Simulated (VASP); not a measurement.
Output of a VASP run:

**OSZICAR**
```
       N       E                     dE             d eps       ncg     rms          rms(c)
DAV:   1     0.546162948973E+04    0.54616E+04   -0.30854E+05   784   0.134E+03
DAV:   2     0.222246231564E+03   -0.52394E+04   -0.50389E+04   868   0.387E+02
DAV:   3    -0.227033263558E+03   -0.44928E+03   -0.44471E+03   888   0.107E+02
DAV:   4    -0.239236993145E+03   -0.12204E+02   -0.12133E+02   864   0.157E+01
DAV:   5    -0.239523580174E+03   -0.28659E+00   -0.28613E+00   872   0.232E+00    0.452E+01
RMM:   6    -0.219008336967E+03    0.20515E+02   -0.49544E+01   776   0.873E+00    0.383E+01
RMM:   7    -0.218869702970E+03    0.13863E+00   -0.23923E+01   776   0.500E+00    0.122E+01
RMM:   8    -0.218531201418E+03    0.33850E+00   -0.16450E+00   776   0.171E+00    0.634E+00
RMM:   9    -0.218579740120E+03   -0.48539E-01   -0.75378E-01   776   0.124E+00    0.266E+00
RMM:  10    -0.218551786206E+03    0.27954E-01   -0.11244E-01   776   0.622E-01    0.517E-01
RMM:  11    -0.218562949839E+03   -0.11164E-01   -0.66723E-02   776   0.287E-01    0.777E-01
RMM:  12    -0.218557627956E+03    0.53219E-02   -0.17759E-02   776   0.153E-01    0.142E-01
RMM:  13    -0.218557932235E+03   -0.30428E-03   -0.22372E-03   788   0.701E-02    0.674E-02
RMM:  14    -0.218558015967E+03   -0.83732E-04   -0.43720E-04   786   0.302E-02    0.578E-02
RMM:  15    -0.218558001543E+03    0.14423E-04   -0.82888E-05   586   0.141E-02    0.450E-02
RMM:  16    -0.218558001650E+03   -0.10701E-06   -0.33159E-05   556   0.833E-03
   1 F= -.21855800E+03 E0= -.21855800E+03  d E =-.218558E+03
       N       E                     dE             d eps       ncg     rms          rms(c)
DAV:   1    -0.218560358556E+03   -0.23570E-02   -0.13800E+00   840   0.183E+00    0.388E-01
RMM:   2    -0.218561726232E+03   -0.13677E-02   -0.15928E-02   776   0.216E-01    0.857E-02
RMM:   3    -0.218561971192E+03   -0.24496E-03   -0.23593E-03   779   0.854E-02    0.772E-02
RMM:   4    -0.218561973917E+03   -0.27250E-05   -0.29307E-04   776   0.314E-02    0.284E-02
RMM:   5    -0.218561980959E+03   -0.70425E-05   -0.66294E-05   624   0.142E-02
   2 F= -.21856198E+03 E0= -.21856198E+03  d E =-.397931E-02
```

File OUTCAR:
```
------------------------ aborting loop because EDIFF is reached ----------------------------------------
  FORCE on cell =-STRESS in cart. coord.  units (eV):
  Direction    XX          YY          ZZ          XY          YZ          ZX
  --------------------------------------------------------------------------------------
  Total        0.9990750      0.9990748     -6.0039404      0.0000000     -0.0000000      0.0000000
  in kB        0.8491599      0.8491597     -5.1030258      0.0000000     -0.0000000      0.0000000
  external PRESSURE =      -1.1349021 kB  Pullay stress =       0.0000000 kB
  volume of cell :     1885.03
      direct lattice vectors                 reciprocal lattice vectors
    12.618505512  0.000000000  0.000000000     0.079248687  0.045754256  0.000000000
    -6.309252756 10.927945271  0.000000000     0.000000000  0.091508511  0.000000000
     0.000000000  0.000000000 13.670133533     0.000000000  0.000000000  0.073152175
  FREE ENERGIE OF THE ION-ELECTRON SYSTEM (eV)
  ---------------------------------------------------
  free  energy   TOTEN  =      -218.5619809595 eV

  energy  without entropy=     -218.5619809595  energy(sigma->0) =     -218.56198096

 reached required accuracy - stopping structural energy minimisation
```
(Selected blocks of OUTCAR.)

**POSCAR**
```
Cd36S36
1
   12.6185055120     0.0000000000     0.0000000000
   -6.3092527560    10.9279452705     0.0000000000
    0.0000000000     0.0000000000    13.6701335334
Cd S
36 36
Direct
  0.2222220000   0.1111110000   0.2501100000
  0.1111110000   0.2222220000   0.0001100000
  0.2222220000   0.1111110000   0.7501100000
  0.1111110000   0.2222220000   0.5001100000
  0.2222220000   0.4444440000   0.2501100000
  0.1111110000   0.5555560000   0.0001100000
  0.2222220000   0.4444440000   0.7501100000
  0.1111110000   0.5555560000   0.5001100000
  0.2222220000   0.7777780000   0.2501100000
  0.1111110000   0.8888890000   0.0001100000
  0.2222220000   0.7777780000   0.7501100000
  0.1111110000   0.8888890000   0.5001100000
  0.5555560000   0.1111110000   0.2501100000
  0.4444440000   0.2222220000   0.0001100000
  0.5555560000   0.1111110000   0.7501100000
  0.4444440000   0.2222220000   0.5001100000
  0.5555560000   0.4444440000   0.2501100000
  0.4444440000   0.5555560000   0.0001100000
  0.5555560000   0.4444440000   0.7501100000
  0.4444440000   0.5555560000   0.5001100000
  0.5555560000   0.7777780000   0.2501100000
  0.4444440000   0.8888890000   0.0001100000
  0.5555560000   0.7777780000   0.7501100000
  0.4444440000   0.8888890000   0.5001100000
  0.8888890000   0.1111110000   0.2501100000
  0.7777780000   0.2222220000   0.0001100000
  0.8888890000   0.1111110000   0.7501100000
  0.7777780000   0.2222220000   0.5001100000
  0.8888890000   0.4444440000   0.2501100000
  0.7777780000   0.5555560000   0.0001100000
  0.8888890000   0.4444440000   0.7501100000
  0.7777780000   0.5555560000   0.5001100000
  0.8888890000   0.7777780000   0.2501100000
  0.7777780000   0.8888890000   0.0001100000
  0.8888890000   0.7777780000   0.7501100000
  0.7777780000   0.8888890000   0.5001100000
  0.2222220000   0.1111110000   0.4383900000
  0.1111110000   0.2222220000   0.1883900000
  0.2222220000   0.1111110000   0.9383900000
  0.1111110000   0.2222220000   0.6883900000
  0.2222220000   0.4444440000   0.4383900000
  0.1111110000   0.5555560000   0.1883900000
  0.2222220000   0.4444440000   0.9383900000
  0.1111110000   0.5555560000   0.6883900000
  0.2222220000   0.7777780000   0.4383900000
  0.1111110000   0.8888890000   0.1883900000
  0.2222220000   0.7777780000   0.9383900000
  0.1111110000   0.8888890000   0.6883900000
  0.5555560000   0.1111110000   0.4383900000
  0.4444440000   0.2222220000   0.1883900000
  0.5555560000   0.1111110000   0.9383900000
  0.4444440000   0.2222220000   0.6883900000
  0.5555560000   0.4444440000   0.4383900000
  0.4444440000   0.5555560000   0.1883900000
  0.5555560000   0.4444440000   0.9383900000
  0.4444440000   0.5555560000   0.6883900000
  0.5555560000   0.7777780000   0.4383900000
  0.4444440000   0.8888890000   0.1883900000
  0.5555560000   0.7777780000   0.9383900000
  0.4444440000   0.8888890000   0.6883900000
  0.8888890000   0.1111110000   0.4383900000
  0.7777780000   0.2222220000   0.1883900000
  0.8888890000   0.1111110000   0.9383900000
  0.7777780000   0.2222220000   0.6883900000
  0.8888890000   0.4444440000   0.4383900000
  0.7777780000   0.5555560000   0.1883900000
  0.8888890000   0.4444440000   0.9383900000
  0.7777780000   0.5555560000   0.6883900000
  0.8888890000   0.7777780000   0.4383900000
  0.7777780000   0.8888890000   0.1883900000
  0.8888890000   0.7777780000   0.9383900000
  0.7777780000   0.8888890000   0.6883900000
```

Q: Write an INCAR and KPOINTS that could have produced this output.

A: Several could match; the one computed here: the input of the run itself, PBE GGA, plane waves, VASP's PBE PAW potentials (set 64).

**INCAR**
```
SYSTEM  =  Cd36S36
PREC  =  Normal; ENCUT  =  400; LREAL  =  Auto
LASPH  =  .True.; SYMPREC  =  1E-4
EDIFF  =  1E-5; NELM  =  100; NELMIN  =  4
ALGO  =  Fast; LMAXMIX  =  4
ISMEAR  =  0; SIGMA  =  0.05
GGA  =  PE
IBRION  =  2; NSW  =  20; ISIF  =  2
EDIFFG  =  -0.03
LWAVE  =  .True.; LCHARG  =  .False.
```

**KPOINTS**
```
Automatic mesh
0
Gamma
1 1 1
0 0 0
```

POTCAR, in this order: Cd S (PBE.64 set). Program: vasp_gam.

The supercell is sampled at Γ alone, which is coarse: total energies, pressure and levels can be off, energies of defects by several tenths of an eV.

The cell is a supercell, built from a database entry that may be metastable or hypothetical.
